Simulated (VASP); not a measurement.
An input for Ansatz (written as the equivalent of a VASP run, and not itself run):

Ansatz 0.2 input:
```yaml
crystal:
  lattice:
    - [0.0000000, 2.8272201, 2.8272201]
    - [2.8272201, 0.0000000, 2.8272201]
    - [2.8272201, 2.8272201, 0.0000000]
  atoms:
    - { symbol: Li, position: [0.2500000, 0.2500000, 0.2500000] }
    - { symbol: Li, position: [0.7500000, 0.7500000, 0.7500000] }
    - { symbol: S, position: [0.0000000, 0.0000000, 0.0000000] }
kpoints:
  mp_grid: { grid: [7, 7, 7] }
hamiltonian:
  xc: pbesol
  pseudopotentials: { kind: paw }
scf:
  occupations: { method: gaussian, width: 0.05 }
  max_iter: 100
relax:
  max_steps: 40
  f_tol: 0.02
  cell: { p_target: 5 }
output: { forces: true, stress: true, eigenvalues: true }
```

Q: Write the VASP files for the same calculation (PBEsol).

A: Several could match; the one computed here: 
**KPOINTS**
```
K-points
0
Gamma
  7 7 7
0 0 0
```

### POSCAR
```
Li2S
1.0
  0.0000000000   2.8272200709   2.8272200709
  2.8272200709   0.0000000000   2.8272200709
  2.8272200709   2.8272200709   0.0000000000
Li S
2 1
Cart
  1.4136100355   1.4136100355   1.4136100355
  4.2408301063   4.2408301063   4.2408301063
  0.0000000000   0.0000000000   0.0000000000
```

INCAR:
```
SYSTEM=Li2S
PREC=Accurate; ENCUT=620; LREAL=.False.
LASPH=.True.
EDIFF=1E-6; NELM=100; ALGO=Normal
ISMEAR=0; SIGMA=0.05
GGA=PS
IBRION=2; NSW=40; ISIF=3
EDIFFG=-0.02; PSTRESS=50
LWAVE=.False.; LCHARG=.False.
```

POTCAR, in this order: Li_sv S (PBE.64 set). Program: vasp_std.

The two are equivalent in intent, not identical: each code has its own PAW files, so the cut-off isn't converted (ENCUT is set for VASP's; basis.ecutwfc is left out, and Ansatz then takes the one that its files recommend); Ansatz stops its SCF on the density residual and VASP on the energy change (EDIFF).

The compound is Li2S in the antifluorite structure. This run relaxes it under an external pressure of 5 GPa. Symmetry was kept, so distortions that lower it aren't found.
